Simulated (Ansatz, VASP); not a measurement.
**One calculation of TiPd, two programs**

```
CELL_PARAMETERS angstrom
3.08460 0.00000 0.00000
0.00000 3.08460 0.00000
0.00000 0.00000 3.18000
ATOMIC_POSITIONS crystal
Ti 0.50000 0.50000 0.50000
Pd 0.00000 0.00000 0.00000
```

Change from the starting cell: strain -0.030 along x and y, +0.000 along z, atoms carried along.

Alike in both runs: task single point; functional LDA; k mesh 16 × 16 × 16; occupations gaussian, width 0.15 eV; no spin polarisation.

|  | VASP | Ansatz |
| --- | --- | --- |
| version | VASP 6.6.1 | Ansatz 0.2.0 |
| potentials or method | VASP PAW LDA potentials, release 64 (Ti_sv, Pd) | scalar-relativistic, plane waves, PAW |
| plane-wave cutoff (eV) | 520 | 420 |
| valence electrons in the cell | 22 | 30 |

|  | VASP | Ansatz | Ansatz less VASP |
| --- | --- | --- | --- |
| gap on the k mesh at the Fermi level (eV) | none | none | - |
| pressure (GPa) | -2.2 | -2.5 | -0.31 |
| largest component of the traceless stress (GPa) | 1.05 | 1.02 | -0.028 |

A gap of «none» marks a metal or a gap that the smearing closes. The two sets of potentials don't hold the same shells in valence.
